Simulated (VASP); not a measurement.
Ti2TeS:

```
CELL_PARAMETERS angstrom
3.60000 0.00000 0.00000
-1.80000 3.11769 0.00000
0.00000 0.00000 14.70000
ATOMIC_POSITIONS crystal
Ti 0.66667 0.33333 0.90000
Ti 0.33333 0.66667 0.10000
Ti 0.66667 0.33333 0.60000
Ti 0.33333 0.66667 0.40000
Te 0.66667 0.33333 0.25000
Te 0.33333 0.66667 0.75000
S 0.00000 0.00000 0.00000
S 0.00000 0.00000 0.50000
```

The cell was built by a generator and needn't be a form met in nature.

```yaml
Program: VASP 6.6.1
Task: relaxation of cell and atoms
Functional: PBE
Potentials_or_basis: VASP PAW PBE potentials, release 64 (Ti_sv, Te, S)
Cutoff: 520 eV
k_mesh: 5 × 5 × 1
Occupations: gaussian, width 0.15 eV
Spin: no spin polarisation
```

At the start: pressure -10.6 GPa; volume 20.62 Å³/atom.

Where does the relaxation end?

Over 15 steps the energy falls by 204.1 meV/atom and the volume is 18.40 Å³/atom (-10.8 %); space group P6_3/mmc (No. 194, to 0.05 Å).

Step by step:
```tsv
step	energy change (eV)	largest force (eV/Å)	pressure (GPa)	volume (Å³)
1	0.0000	0.1827	-10.55	164.99
2	-0.9730	0.1457	9.30	134.36
3	-1.1339	0.1572	2.81	141.53
4	-1.1330	0.1674	1.95	142.27
5	-1.4042	0.1935	1.29	143.59
6	-1.5300	0.2996	0.91	144.54
7	-1.5103	0.5897	0.53	145.70
8	-1.5656	0.4685	0.70	145.17
9	-1.5654	0.4547	0.63	145.28
10	-1.6094	0.2680	-0.72	147.49
11	-1.6155	0.2045	-1.11	148.29
12	-1.6132	0.0732	-1.95	149.90
13	-1.6171	0.1924	-1.52	148.81
14	-1.6309	0.0821	0.35	146.69
15	-1.6325	0.0108	-0.02	147.19
```

Final structure:
```cif
data_structure
_symmetry_space_group_name_H-M 'P 1'
_symmetry_Int_Tables_number 1
_cell_length_a 3.7301
_cell_length_b 3.7301
_cell_length_c 12.2151
_cell_angle_alpha 90.000
_cell_angle_beta 90.000
_cell_angle_gamma 120.000
_cell_volume 147.19
loop_
_atom_site_label
_atom_site_type_symbol
_atom_site_fract_x
_atom_site_fract_y
_atom_site_fract_z
_atom_site_occupancy
Ti1 Ti 0.66667 0.33333 0.90777 1
Ti2 Ti 0.33333 0.66667 0.09223 1
Ti3 Ti 0.66667 0.33333 0.59223 1
Ti4 Ti 0.33333 0.66667 0.40777 1
Te1 Te 0.66667 0.33333 0.25000 1
Te2 Te 0.33333 0.66667 0.75000 1
S1 S 0.00000 0.00000 0.00000 1
S2 S 0.00000 0.00000 0.50000 1
```

Caveat: the k mesh is coarse (spacing up to 0.43 Å⁻¹), so the values aren't converged.
